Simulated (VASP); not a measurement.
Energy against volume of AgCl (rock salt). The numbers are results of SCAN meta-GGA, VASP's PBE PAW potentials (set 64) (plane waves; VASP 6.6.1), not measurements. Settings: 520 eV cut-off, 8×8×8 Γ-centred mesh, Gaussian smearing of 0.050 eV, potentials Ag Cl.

```json
[
 {"V (Å³/atom)": "19.755", "E (eV/atom)": "-20.19794"},
 {"V (Å³/atom)": "20.386", "E (eV/atom)": "-20.21042"},
 {"V (Å³/atom)": "21.016", "E (eV/atom)": "-20.21517"},
 {"V (Å³/atom)": "21.647", "E (eV/atom)": "-20.21326"}
]
```

Question: Fit these four points and predict the energy of the run at 22.277 Å³/atom.

Answer: A cubic in V^(−2/3), the third-order Birch-Murnaghan form, passes through the four points with V0 = 21.14 Å³/atom and B0 = 55 GPa, and gives -20.2056 eV/atom there. The run gave -20.2059 eV/atom, -0.3 meV/atom from the fit; all five points give B0 = 54 GPa.

The compound is AgCl in the rock salt structure. It was relaxed first.
